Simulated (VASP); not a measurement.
Output of a VASP run:

OSZICAR:
```
       N       E                     dE             d eps       ncg     rms          rms(c)
DAV:   1     0.111720295653E+03    0.11172E+03   -0.90460E+03  2888   0.135E+03
DAV:   2    -0.137916708377E+02   -0.12551E+03   -0.11785E+03  3316   0.334E+02
DAV:   3    -0.194170572806E+02   -0.56254E+01   -0.55190E+01  4284   0.629E+01
DAV:   4    -0.196273388418E+02   -0.21028E+00   -0.21016E+00  3716   0.116E+01
DAV:   5    -0.196319508307E+02   -0.46120E-02   -0.46118E-02  4164   0.153E+00    0.218E+01
DAV:   6    -0.164814066658E+02    0.31505E+01   -0.15204E+01  3268   0.275E+01    0.856E+00
DAV:   7    -0.163635098950E+02    0.11790E+00   -0.68567E-01  3388   0.679E+00    0.613E+00
DAV:   8    -0.163540792825E+02    0.94306E-02   -0.12893E-01  3092   0.331E+00    0.138E+00
DAV:   9    -0.163506585140E+02    0.34208E-02   -0.27493E-02  3592   0.109E+00    0.454E-01
DAV:  10    -0.163509167740E+02   -0.25826E-03   -0.18367E-03  3320   0.551E-01    0.338E-01
DAV:  11    -0.163507248848E+02    0.19189E-03   -0.61385E-04  3212   0.196E-01    0.175E-02
DAV:  12    -0.163507231669E+02    0.17179E-05   -0.11753E-05  4256   0.380E-02    0.113E-02
DAV:  13    -0.163507230838E+02    0.83132E-07   -0.29495E-07  2892   0.577E-03
   1 F= -.16350723E+02 E0= -.16350723E+02  d E =0.000000E+00
```

File OUTCAR:
```
------------------------ aborting loop because EDIFF is reached ----------------------------------------
  FORCE on cell =-STRESS in cart. coord.  units (eV):
  Direction    XX          YY          ZZ          XY          YZ          ZX
  --------------------------------------------------------------------------------------
  Total       -0.0091608     -0.0091608     -0.0091608     -0.0000000      0.0000000      0.0000000
  in kB       -0.5711987     -0.5711987     -0.5711987     -0.0000000      0.0000000      0.0000000
  external PRESSURE =      -0.5711987 kB  Pullay stress =       0.0000000 kB
  volume of cell :       25.70
      direct lattice vectors                 reciprocal lattice vectors
     0.000000000  2.342122529  2.342122529    -0.213481572  0.213481572  0.213481572
     2.342122529  0.000000000  2.342122529     0.213481572 -0.213481572  0.213481572
     2.342122529  2.342122529  0.000000000     0.213481572  0.213481572 -0.213481572
 POSITION                                       TOTAL-FORCE (eV/Angst)
 -----------------------------------------------------------------------------------
      0.00000      0.00000      0.00000        -0.000000     -0.000000     -0.000000
      2.34212      2.34212      2.34212         0.000000      0.000000      0.000000
 -----------------------------------------------------------------------------------
    total drift:                                0.000000      0.000000      0.000000
  FREE ENERGIE OF THE ION-ELECTRON SYSTEM (eV)
  ---------------------------------------------------
  free  energy   TOTEN  =       -16.3507230838 eV

  energy  without entropy=      -16.3507230838  energy(sigma->0) =      -16.35072308

 total charge

# of ion       s       p       d       tot
------------------------------------------
    1        2.177   6.043   1.650   9.871
    2        0.888   1.474   0.000   2.362
--------------------------------------------------
tot          3.065   7.518   1.650  12.233
```
(Selected blocks of OUTCAR.)

File POSCAR:
```
ZrC
1
    0.0000000000     2.3421225286     2.3421225286
    2.3421225286     0.0000000000     2.3421225286
    2.3421225286     2.3421225286    -0.0000000000
Zr C
1 1
Direct
  0.0000000000   0.0000000000   0.0000000000
  0.5000000000   0.5000000000   0.5000000000
```

### Question
Reconstruct the remaining input files.

### Answer
This is not unique; one that fits is the input of the run itself, vdW-DF-cx, plane waves, VASP's PBE PAW potentials (set 64).

### INCAR
```
SYSTEM = ZrC
PREC = Accurate; ENCUT = 520; LREAL = .FALSE.
LASPH = .TRUE.
EDIFF = 1E-7; NELM = 100; ALGO = Normal
LMAXMIX = 4
ISMEAR = -5
GGA = CX; LUSE_VDW = .TRUE.; AGGAC = 0.0
ISIF = 2
LWAVE = .FALSE.; LCHARG = .TRUE.; LORBIT = 11
NEDOS = 601
```

File KPOINTS:
```
Automatic mesh
0
Gamma
15 15 15
0 0 0
```

POTCAR, in this order: Zr_sv C (PBE.64 set). Program: vasp_std.

For a metal the tetrahedron method with Blöchl corrections gives inexact stress and forces.

The compound is ZrC in the rock salt structure. It was relaxed first.
